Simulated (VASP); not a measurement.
```
CELL_PARAMETERS angstrom
      3.71800     0.00000     0.00000
      0.00000     3.71800     0.00000
      0.00000     0.00000     3.71800
ATOMIC_POSITIONS crystal
  Hf 0.00000 0.00000 0.00000
  Si 0.50000 0.50000 0.50000
```

Calculation: PBEsol GGA, VASP's PBE PAW potentials (set 64) (plane waves; VASP 6.6.1). Run with 400 eV cut-off, 9×9×9 Γ-centred mesh, first-order Methfessel-Paxton smearing of 0.10 eV, potentials Hf_pv Si.

Energy and stress use the plane-wave basis of the starting cell.

### Question
The ions, cell shape and volume are relaxed. Give the cell that the relaxation ends in.

### Answer

```
CELL_PARAMETERS angstrom
      3.24800     0.00000     0.00000
      0.00000     3.24800     0.00000
      0.00000     0.00000     3.24800
ATOMIC_POSITIONS crystal
  Hf 0.00000 0.00000 0.00000
  Si 0.50000 0.50000 0.50000
```
Space group Pm-3m (221), at a tolerance of 0.03 Å.

### Question
How do energy and volume change from the first to the last step?

### Answer
The energy (σ→0) changes by -900.6 meV/atom and the volume by -33.3 %, in 7 ionic steps.

```csv
step,E(σ→0) (eV),max force (eV/Å),pressure (GPa),volume (Å³)
1,-15.1078,0.000,-23.97,51.40
2,-16.1624,0.000,43.94,27.77
3,-16.9074,0.000,-1.43,34.64
4,-16.9090,0.000,-0.31,34.34
5,-16.9085,0.000,0.88,34.05
6,-16.9085,0.000,-0.83,34.48
7,-16.9091,0.000,0.01,34.26
```

The structure was generated: HfSi was put into the CsCl type type (Pm-3m), which need not be its known phase. This run relaxes it. Symmetry was kept, so distortions that lower it aren't found.
